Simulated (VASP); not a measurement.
A VASP calculation is set up with these files.

File KPOINTS:
```
Automatic mesh
0
Gamma
7 7 15
0 0 0
```

### POSCAR
```
Ag3Ir
4.102290
 -0.0251229628   0.9559049418   0.9999999835
  0.9559049418  -0.0251229628   0.9999999835
  0.4653909895   0.4653909895   0.0000000000
Ir Ag
1 3
Cartesian
  0.4653909895   0.4653909895   0.0000000000
  0.9433434604   0.4528295082   0.4999999918
 -0.0125614814   0.4779524709   0.4999999918
  0.4653909895   0.4653909895   0.9999999835
```

**INCAR**
```
PREC = Accurate
LEFG = T
LCHARG = T
ISMEAR = -5
NELM = 100
SYSTEM = Ag3Ir
LORBIT = 11
GGA = PS
ENCUT = 400   # plane-wave cut-off (eV)
LREAL = F
NEDOS = 601
LASPH = T
LMAXMIX = 6   # l cut-off of mixed one-centre charges
ISIF = 2   # forces and stress, cell fixed
LWAVE = F
EDIFF = 1E-7
ALGO = Normal   # blocked Davidson
```

POTCAR, in this order: Ir Ag (PBE.64 set). Program: vasp_std.

Task: Translate this PBEsol calculation to Ansatz.

Result: One equivalent input (not run):
Ansatz 0.2 input:
```yaml
crystal:
  lattice:
    - [-0.1030617, 3.9213993, 4.1022899]
    - [3.9213993, -0.1030617, 4.1022899]
    - [1.9091688, 1.9091688, 0.0000000]
  atoms:
    - { symbol: Ir, position: [0.0000000, 0.0000000, 1.0000000] }
    - { symbol: Ag, position: [0.0000000, 0.5000000, 1.0000000] }
    - { symbol: Ag, position: [0.5000000, 0.0000000, 0.0000000] }
    - { symbol: Ag, position: [0.5000000, 0.5000000, 0.0000000] }
kpoints:
  mp_grid: { grid: [7, 7, 15] }
hamiltonian:
  xc: pbesol
  pseudopotentials: { kind: paw }
scf:
  occupations: { method: tetrahedron }
  max_iter: 100
output: { forces: true, stress: true, eigenvalues: true }
```
What does not carry over: each code has its own PAW files, so the cut-off isn't converted (ENCUT is set for VASP's; basis.ecutwfc is left out, and Ansatz then takes the one that its files recommend); Ansatz stops its SCF on the density residual and VASP on the energy change (EDIFF); the field gradients of LEFG aren't asked of the other code.

The structure was generated: Ag3Ir was put into an ordered model structure (Cmmm), which need not be its known phase. It was relaxed first.
